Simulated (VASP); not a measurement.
Computed with r2SCAN meta-GGA, VASP's PBE PAW potentials (set 64) (plane waves; VASP).

VASP ran on this input.

File POSCAR:
```
Mg4Te3S
8.9093370
  0.4968005581   0.0000000000   0.0000000000
  0.0000000000   1.0000000114   0.0000000000
  0.0000000000   0.0000000000   0.6952881285
Mg Te S
4 3 1
Cart
  0.0000000000   0.2741018268   0.6826133756
  0.0000000000   0.7258981846   0.6826133756
  0.2484002790   0.0000000000   0.3379960619
  0.2484002790   0.5000000057   0.3792706147
  0.2484002790   0.2638321842   0.1744221760
  0.2484002790   0.7361678272   0.1744221760
  0.4968005581   0.0000000000   0.5250473981
  0.4968005581   0.5000000057   0.5200554646
```

### INCAR
```
ALGO  =  Normal
CSHIFT  =  0.1
EDIFF  =  1E-7
ENCUT  =  400
ISMEAR  =  0
LASPH  =  .TRUE.
LCHARG  =  .FALSE.
LMAXMIX  =  4
LMIXTAU  =  .TRUE.
LOPTICS  =  .TRUE.
LPEAD  =  .TRUE.
LREAL  =  .FALSE.
LWAVE  =  .FALSE.
METAGGA  =  R2SCAN
NBANDS  =  63
NEDOS  =  1001
NELM  =  100
PREC  =  Accurate
SIGMA  =  0.01
SYSTEM  =  Mg4Te3S
```

KPOINTS:
```
Regular mesh
0
gamma
7 3 5
```

POTCAR, in this order: Mg Te S (PBE.64 set). Program: vasp_std.

The run wrote:

File OUTCAR:
```
 ion  position               nearest neighbor table
   1  0.000  0.274  0.982-   8 2.48   5 2.77   5 2.77   7 2.82
   2  0.000  0.726  0.982-   8 2.48   6 2.77   6 2.77   7 2.82
   3  0.500  0.000  0.486-   5 2.77   6 2.77   7 2.77   7 2.77
   4  0.500  0.500  0.545-   8 2.54   8 2.54   5 2.79   6 2.79
   5  0.500  0.264  0.251-   3 2.77   1 2.77   1 2.77   4 2.79
   6  0.500  0.736  0.251-   3 2.77   2 2.77   2 2.77   4 2.79
   7  0.000  0.000  0.755-   3 2.77   3 2.77   1 2.82   2 2.82
   8  0.000  0.500  0.748-   1 2.48   2 2.48   4 2.54   4 2.54
  LATTYP: Found a simple orthorhombic cell.
 ALAT       =     4.4261635935
 B/A-ratio  =     1.3995316978
 C/A-ratio  =     2.0128802096
 Subroutine PRICEL returns:
 Original cell was already a primitive cell.
 Subroutine GETGRP returns: Found  4 space group operations
The static configuration has the point symmetry C_2v.
The dynamic configuration has the point symmetry C_2v.
 Subroutine INISYM returns: Found  4 space group operations
 Subroutine IBZKPT returns following result:
 Found     24 irreducible k-points:

 Following reciprocal coordinates:
            Coordinates               Weight
  0.000000  0.000000  0.000000      1.000000
  0.142857  0.000000  0.000000      2.000000
  0.285714  0.000000  0.000000      2.000000
  0.428571  0.000000  0.000000      2.000000
  0.000000  0.333333  0.000000      2.000000
  0.142857  0.333333  0.000000      4.000000
  0.285714  0.333333  0.000000      4.000000
  0.428571  0.333333  0.000000      4.000000
  0.000000  0.000000  0.200000      2.000000
  0.142857  0.000000  0.200000      4.000000
  0.285714  0.000000  0.200000      4.000000
  0.428571  0.000000  0.200000      4.000000
  0.000000  0.333333  0.200000      4.000000
  0.142857  0.333333  0.200000      8.000000
  0.285714  0.333333  0.200000      8.000000
  0.428571  0.333333  0.200000      8.000000
  0.000000  0.000000  0.400000      2.000000
  0.142857  0.000000  0.400000      4.000000
  0.285714  0.000000  0.400000      4.000000
  0.428571  0.000000  0.400000      4.000000
  0.000000  0.333333  0.400000      4.000000
  0.142857  0.333333  0.400000      8.000000
  0.285714  0.333333  0.400000      8.000000
  0.428571  0.333333  0.400000      8.000000
 Subroutine IBZKPT_HF returns following result:
   k-points           NKPTS =     24   k-points in BZ     NKDIM =     24   number of bands    NBANDS=     63
   number of dos      NEDOS =   1001   number of ions     NIONS =      8
   total plane-waves  NPLWV =  72000
   dimension x,y,z NGX =    30 NGY =   60 NGZ =   40
   dimension x,y,z NGXF=    60 NGYF=  120 NGZF=   80
   ions per type =               4   3   1
   PREC   = accura    normal or accurate (medium, high low for compatibility)
   ISTART =      0    job   : 0-new  1-cont  2-samecut
   ICHARG =      2    charge: 1-file 2-atom 10-const
   ISPIN  =      1    spin polarized calculation?
   LNONCOLLINEAR =      F non collinear calculations
   LSORBIT =      F    spin-orbit coupling
   INIWAV =      1    electr: 0-lowe 1-rand  2-diag
   ENCUT  =  400.0 eV  29.40 Ry    5.42 a.u.   7.22 14.53 10.10*2*pi/ulx,y,z
   NELM   =    100;   NELMIN=  2; NELMDL= -5     # of ELM steps
   EDIFF  = 0.1E-06   stopping-criterion for ELM
   LREAL  =      F    real-space projection
   NLSPLINE    = F    spline interpolate recip. space projectors
   LMAXMIX     =    4 max onsite mixed and CHGCAR
   VOSKOWN=      0    Vosko Wilk Nusair interpolation
   EDIFFG = 0.1E-05   stopping-criterion for IOM
   NSW    =      0    number of steps for IOM
   NBLOCK =      1;   KBLOCK =      1    inner block; outer block
   IBRION =     -1    ionic relax: 0-MD 1-quasi-New 2-CG
   NFREE  =      0    steps in history (QN), initial steepest desc. (CG)
   ISIF   =      2    stress and relaxation
...
```

### OSZICAR
```
       N       E                     dE             d eps       ncg     rms          rms(c)
DAV:   1     0.958846022940E+01    0.95885E+01   -0.83826E+03  3024   0.331E+02
DAV:   2    -0.107305643876E+03   -0.11689E+03   -0.10917E+03  3660   0.779E+01
DAV:   3    -0.115331441939E+03   -0.80258E+01   -0.79227E+01  3665   0.194E+01
DAV:   4    -0.115442312544E+03   -0.11087E+00   -0.11083E+00  3585   0.254E+00
DAV:   5    -0.115445112850E+03   -0.28003E-02   -0.28002E-02  3634   0.399E-01    0.713E+00
DAV:   6    -0.112862595559E+03    0.25825E+01   -0.12055E+00  3523   0.281E+00    0.618E+00
DAV:   7    -0.109715006109E+03    0.31476E+01   -0.55116E-01  3171   0.196E+00    0.393E+00
DAV:   8    -0.111053434357E+03   -0.13384E+01   -0.10107E+00  3214   0.224E+00    0.129E+00
DAV:   9    -0.110202844337E+03    0.85059E+00   -0.18786E-01  3179   0.112E+00    0.866E-01
DAV:  10    -0.110232006280E+03   -0.29162E-01   -0.62013E-02  3348   0.718E-01    0.443E-01
DAV:  11    -0.110228656057E+03    0.33502E-02   -0.32135E-02  3115   0.564E-01    0.424E-01
DAV:  12    -0.110229479461E+03   -0.82340E-03   -0.23079E-03  3440   0.141E-01    0.387E-01
DAV:  13    -0.110231411664E+03   -0.19322E-02   -0.70103E-03  3164   0.270E-01    0.907E-02
DAV:  14    -0.110232975602E+03   -0.15639E-02   -0.20745E-03  3363   0.127E-01    0.154E-01
DAV:  15    -0.110232893775E+03    0.81826E-04   -0.61401E-04  3227   0.955E-02    0.820E-02
DAV:  16    -0.110233388095E+03   -0.49432E-03   -0.13420E-04  3400   0.320E-02    0.573E-02
DAV:  17    -0.110233769492E+03   -0.38140E-03   -0.49902E-04  3150   0.782E-02    0.253E-02
DAV:  18    -0.110233871854E+03   -0.10236E-03   -0.71964E-05  3297   0.237E-02    0.193E-02
DAV:  19    -0.110233873613E+03   -0.17597E-05   -0.28076E-06  3769   0.475E-03    0.179E-02
DAV:  20    -0.110233873740E+03   -0.12669E-06   -0.81927E-08  3368   0.847E-04    0.171E-02
DAV:  21    -0.110233873142E+03    0.59809E-06   -0.22292E-07  3546   0.274E-03    0.663E-03
DAV:  22    -0.110233874932E+03   -0.17899E-05   -0.17520E-06  3291   0.475E-03    0.118E-02
DAV:  23    -0.110233874038E+03    0.89352E-06   -0.27469E-07  3432   0.252E-03    0.945E-03
DAV:  24    -0.110233873575E+03    0.46353E-06   -0.23393E-07  3412   0.179E-03    0.506E-03
DAV:  25    -0.110233873507E+03    0.67869E-07   -0.83119E-08  3096   0.878E-04
   1 F= -.11023387E+03 E0= -.11023387E+03  d E =-.229167E-15
 imaginary and real dielectric function
```

OUTCAR:
```
------------------------ aborting loop because EDIFF is reached ----------------------------------------
  FORCE on cell =-STRESS in cart. coord.  units (eV):
  Direction    XX          YY          ZZ          XY          YZ          ZX
  --------------------------------------------------------------------------------------
  Total       -0.0474825     -0.0212287     -0.0168365      0.0000000      0.0000000      0.0000000
  in kB       -0.3114305     -0.1392360     -0.1104279      0.0000000      0.0000000      0.0000000
  external PRESSURE =      -0.1870315 kB  Pullay stress =       0.0000000 kB
  volume of cell :      244.28
      direct lattice vectors                 reciprocal lattice vectors
     4.426163594  0.000000000  0.000000000     0.225929290  0.000000000  0.000000000
     0.000000000  8.909337102  0.000000000     0.000000000  0.112241796  0.000000000
     0.000000000  0.000000000  6.194556249     0.000000000  0.000000000  0.161432064
 POSITION                                       TOTAL-FORCE (eV/Angst)
 -----------------------------------------------------------------------------------
      0.00000      2.44207      6.08163         0.000000     -0.003949     -0.007811
      0.00000      6.46727      6.08163        -0.000000      0.003949     -0.007811
      2.21308      0.00000      3.01132        -0.000000      0.000000     -0.008623
      2.21308      4.45467      3.37905        -0.000000      0.000000      0.012394
      2.21308      2.35057      1.55399        -0.000000      0.011263      0.006244
      2.21308      6.55877      1.55399        -0.000000     -0.011263      0.006244
      0.00000      0.00000      4.67782        -0.000000      0.000000      0.000217
      0.00000      4.45467      4.63335        -0.000000      0.000000     -0.000854
 -----------------------------------------------------------------------------------
    total drift:                               -0.000000      0.000000      0.004300
  FREE ENERGIE OF THE ION-ELECTRON SYSTEM (eV)
  ---------------------------------------------------
  free  energy   TOTEN  =      -110.2338735070 eV

  energy  without entropy=     -110.2338735070  energy(sigma->0) =     -110.23387351

 plasma frequency squared (from intraband transitions) (eV^2)
  --------------------------------------------------------------------------------------
       0.000       0.000       0.000
       0.000       0.000       0.000
       0.000       0.000       0.000

 plasma frequency squared (from interband transitions, int dw w eps(2)(w)) (eV^2)
  --------------------------------------------------------------------------------------
     181.822       0.000       0.000       0.000       0.000       0.000
       0.000       0.000     182.202       0.000       0.000       0.000
       0.000       0.000       0.000       0.000     182.250       0.000
```
(Selected blocks of OUTCAR.)

The dielectric response may not be converged in the k-mesh; for small gaps it tends to come out too large.

The structure comes from a computed database's Mg4Te3S entry (Pmm2); how it stands against other phases isn't given here. It was relaxed first.
